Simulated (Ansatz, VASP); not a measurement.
**MgBe in VASP and in Ansatz**

The input INCAR:

```
SYSTEM = MgBe
PREC     = Accurate       ! precision mode
ENCUT    = 520            ! plane-wave cutoff, eV
EDIFF    = 1E-6           ! SCF threshold, eV
ISMEAR   = 0              ! smearing method
SIGMA    = 0.1            ! smearing width, eV
LREAL    = .False.        ! projectors in reciprocal space
LASPH    = .True.         ! aspherical terms in the spheres
NELM     = 100            ! most SCF steps
ALGO     = Normal         ! electronic algorithm
ISIF     = 2              ! what is computed and relaxed
LWAVE    = .False.        ! write WAVECAR
LCHARG   = .False.        ! write CHGCAR
GGA      = PS             ! functional
NBANDS   = 12             ! bands
```

KPOINTS

```
regular mesh
0
Gamma
  6 4 4
  0 0 0
```

File POSCAR:

```
MgBe
1.0
    3.4398441521      0.0000000000      0.0000000000
    0.0000000000      5.0170409958      0.0000000000
    0.0000000000      0.0000000000      5.0868042756
Be Mg
2 2
Direct
    0.0000000000      0.0000000000      0.9624445876
    0.5000000000      0.5000000000      0.0375554124
    0.5000000000      0.0000000000      0.4172382406
    0.0000000000      0.5000000000      0.5827617594
```

Input for Ansatz:

```yaml
crystal:
  lattice:
    - [3.4398441521, 0.0, 0.0]
    - [0.0, 5.0170409958, 0.0]
    - [0.0, 0.0, 5.0868042756]
  atoms:
    - { symbol: Be, position: [0.0, 0.0, 0.9624445876] }
    - { symbol: Be, position: [0.5, 0.5, 0.0375554124] }
    - { symbol: Mg, position: [0.5, 0.0, 0.4172382406] }
    - { symbol: Mg, position: [0.0, 0.5, 0.5827617594] }
basis:
  ecutwfc: 420
kpoints:
  mp_grid: { grid: [6, 4, 4] }
hamiltonian:
  xc: pbesol
scf:
  occupations: { method: gaussian, width: 0.1 }
output:
  forces: true
  stress: true
  eigenvalues: true
```

Alike in both runs: task single point; functional PBEsol; k mesh 6 × 4 × 4; occupations gaussian, width 0.1 eV; no spin polarisation.

|  | VASP | Ansatz |
| --- | --- | --- |
| version | VASP 6.6.1 | Ansatz 0.2.0 |
| potentials or method | VASP PAW PBE potentials, release 64 (Be, Mg) | scalar-relativistic, plane waves, PAW |
| plane-wave cutoff (eV) | 520 | 420 |
| valence electrons in the cell | 8 | 24 |

Ansatz gave:

| Quantity | Value |
| --- | --- |
| gap on the k mesh at the Fermi level (eV) | none |
| pressure (GPa) | -10.6 |
| largest component of the traceless stress (GPa) | 0.27 |
| rms of the force components (eV/Å) | 0.117 |

Task: What did VASP give for the same quantities?

Result: gap on the k mesh at the Fermi level (eV): none; pressure (GPa): -10.7; largest component of the traceless stress (GPa): 0.26; rms of the force components (eV/Å): 0.117.

Atom by atom the forces differ by 0.001 eV/Å (rms over components). A gap of «none» marks a metal or a gap that the smearing closes. The two sets of potentials don't hold the same shells in valence.

Caveats: the PAW data sets were made with another functional, which shifts forces and pressure a little (VASP).
